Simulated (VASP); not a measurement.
Computed with PBE GGA, VASP's PBE PAW potentials (set 64) (plane waves; VASP).

VASP ran on this input.

File POSCAR:
```
PbO
1
    3.8852100000     0.0000000000     0.0000000000
    0.0000000000     3.8852100000     0.0000000000
    0.0000000000     0.0000000000    16.3659340000
Pb O
2 2
Direct
  0.4999020000  -0.0002940000   0.5741330000
 -0.0031290000   0.5009000000   0.4277990000
 -0.0017740000   0.0070650000   0.4977930000
  0.5050000000   0.4923290000   0.5002750000
```

INCAR:
```
! general
SYSTEM   =  PbO
PREC     =  Accurate
ENCUT    =  400
LREAL    =  .FALSE.   ! projection in real space or not
LASPH    =  .TRUE.   ! aspherical one-centre terms

! electronic loop
EDIFF    =  1E-6   ! SCF stop (eV)
NELM     =  100   ! most electronic steps
ALGO     =  Normal   ! blocked Davidson
LMAXMIX  =  4   ! l cut-off of mixed one-centre charges

! smearing
ISMEAR   =  0   ! Gaussian
SIGMA    =  0.2   ! width (eV)

! functional
GGA      =  PE   ! PBE

! ions
ISIF     =  2   ! forces and stress, cell fixed

! output
LWAVE    =  .FALSE.
LCHARG   =  .FALSE.
```

File KPOINTS:
```
kpoints
0
G
  7 7 1
```

POTCAR, in this order: Pb_d O (PBE.64 set). Program: vasp_std.

Output

**OSZICAR**
```
       N       E                     dE             d eps       ncg     rms          rms(c)
DAV:   1     0.420718147457E+03    0.42072E+03   -0.16166E+04  1264   0.119E+03
DAV:   2     0.417237940035E+02   -0.37899E+03   -0.37467E+03  1416   0.379E+02
DAV:   3    -0.241406509498E+02   -0.65864E+02   -0.64395E+02  1672   0.180E+02
DAV:   4    -0.262842783354E+02   -0.21436E+01   -0.21429E+01  1392   0.407E+01
DAV:   5    -0.263473495085E+02   -0.63071E-01   -0.63061E-01  1760   0.609E+00    0.125E+01
DAV:   6    -0.213947308520E+02    0.49526E+01   -0.33877E+01  1912   0.475E+01    0.468E+00
DAV:   7    -0.213994568950E+02   -0.47260E-02   -0.27749E+00  1504   0.116E+01    0.288E+00
DAV:   8    -0.213778739146E+02    0.21583E-01   -0.14067E+00  2072   0.106E+01    0.182E+00
DAV:   9    -0.212961286886E+02    0.81745E-01   -0.49551E-01  1968   0.619E+00    0.357E-01
DAV:  10    -0.213042545551E+02   -0.81259E-02   -0.35270E-02  1624   0.157E+00    0.194E-01
DAV:  11    -0.213015477493E+02    0.27068E-02   -0.24867E-02  1952   0.132E+00    0.176E-01
DAV:  12    -0.213013832252E+02    0.16452E-03   -0.26701E-03  1688   0.840E-01    0.908E-02
DAV:  13    -0.213012486559E+02    0.13457E-03   -0.25802E-03  1888   0.378E-01    0.603E-02
DAV:  14    -0.213013291518E+02   -0.80496E-04   -0.11927E-03  1800   0.338E-01    0.274E-02
DAV:  15    -0.213013825612E+02   -0.53409E-04   -0.11608E-04  1944   0.109E-01    0.172E-02
DAV:  16    -0.213016948074E+02   -0.31225E-03   -0.82699E-05  1856   0.998E-02    0.134E-02
DAV:  17    -0.213017451650E+02   -0.50358E-04   -0.92129E-06  1560   0.298E-02    0.733E-03
DAV:  18    -0.213018605215E+02   -0.11536E-03   -0.24363E-05  1360   0.472E-02    0.481E-03
DAV:  19    -0.213018896987E+02   -0.29177E-04   -0.47485E-06  1272   0.171E-02    0.104E-03
DAV:  20    -0.213018949616E+02   -0.52629E-05   -0.50593E-07  1048   0.568E-03    0.729E-04
DAV:  21    -0.213018960838E+02   -0.11222E-05   -0.14840E-07  1136   0.454E-03    0.313E-04
DAV:  22    -0.213018963484E+02   -0.26461E-06   -0.54870E-08  1064   0.220E-03
   1 F= -.21301896E+02 E0= -.21301896E+02  d E =-.681861E-10
```

**OUTCAR**
```
------------------------ aborting loop because EDIFF is reached ----------------------------------------
  FORCE on cell =-STRESS in cart. coord.  units (eV):
  Direction    XX          YY          ZZ          XY          YZ          ZX
  --------------------------------------------------------------------------------------
  Total        2.5658326      3.3997014      1.3405834     -0.0174577     -0.2908196     -0.2545349
  in kB       16.6406050     22.0486279      8.6943001     -0.1132214     -1.8860991     -1.6507761
  external PRESSURE =      15.7945110 kB  Pullay stress =       0.0000000 kB
  volume of cell :      247.04
      direct lattice vectors                 reciprocal lattice vectors
     3.885210000  0.000000000  0.000000000     0.257386345  0.000000000  0.000000000
     0.000000000  3.885210000  0.000000000     0.000000000  0.257386345  0.000000000
     0.000000000  0.000000000 16.365934000     0.000000000  0.000000000  0.061102532
 POSITION                                       TOTAL-FORCE (eV/Angst)
 -----------------------------------------------------------------------------------
      1.94222      3.88407      9.39622        -0.032275     -0.115924      0.666696
      3.87305      1.94610      7.00133         0.175777      0.136042     -1.573431
      3.87832      0.02745      8.14685         0.120777     -0.371137      0.622174
      1.96203      1.91280      8.18747        -0.264279      0.351019      0.284561
 -----------------------------------------------------------------------------------
    total drift:                               -0.000777      0.000331     -0.000484
  FREE ENERGIE OF THE ION-ELECTRON SYSTEM (eV)
  ---------------------------------------------------
  free  energy   TOTEN  =       -21.3018963484 eV

  energy  without entropy=      -21.3018963484  energy(sigma->0) =      -21.30189635
```
(Selected blocks of OUTCAR.)

### OUTCAR
```
 val. band max:       -1.7420299168   @ k =   0.1429   0.0000   0.0000

 cond. band min:       1.0788716643   @ k =   0.0000   0.0000   0.0000


 Fermi energy:        -0.8669595261

 k-point     1 :       0.0000    0.0000    0.0000
  band No.  band energies     occupation
      1     -19.9034      2.00000
      2     -19.1880      2.00000
      3     -17.1571      2.00000
      4     -17.1548      2.00000
      5     -17.1233      2.00000
      6     -17.0973      2.00000
      7     -17.0400      2.00000
      8     -16.8747      2.00000
      9     -16.8723      2.00000
     10     -16.8374      2.00000
     11     -16.7912      2.00000
     12     -15.4428      2.00000
     13      -9.2225      2.00000
     14      -6.5701      2.00000
     15      -5.5154      2.00000
     16      -5.4844      2.00000
     17      -2.9608      2.00000
     18      -2.8786      2.00000
     19      -2.7846      2.00000
     20      -1.7421      2.00000
     21       1.0789      0.00000
     22       1.2000      0.00000
     23       2.9957      0.00000
     24       3.4081      0.00000

 k-point     2 :       0.1429    0.0000    0.0000
  band No.  band energies     occupation
      1     -19.8562      2.00000
      2     -19.2141      2.00000
      3     -17.1569      2.00000
      4     -17.1464      2.00000
      5     -17.0950      2.00000
      6     -17.0848      2.00000
      7     -17.0523      2.00000
      8     -16.8738      2.00000
      9     -16.8552      2.00000
     10     -16.7993      2.00000
     11     -16.7910      2.00000
     12     -15.4942      2.00000
     13      -9.1767      2.00000
     14      -6.7235      2.00000
     15      -5.5293      2.00000
     16      -5.3976      2.00000
     17      -3.2494      2.00000
     18      -3.0226      2.00000
     19      -2.8501      2.00000
     20      -1.7420      2.00000
     21       1.4479      0.00000
     22       1.5979      0.00000
     23       3.1887      0.00000
     24       3.3270      0.00000
...
```

At this cut-off the stress carries a Pulay error, which pulls relaxed volumes low. The cell holds a wide vacuum, so values per volume refer to the whole cell. Unless said otherwise, spin-orbit coupling is left out, though it shifts the bands of the heavy elements here.

The cell is a sheet with vacuum, built from a generated structure.
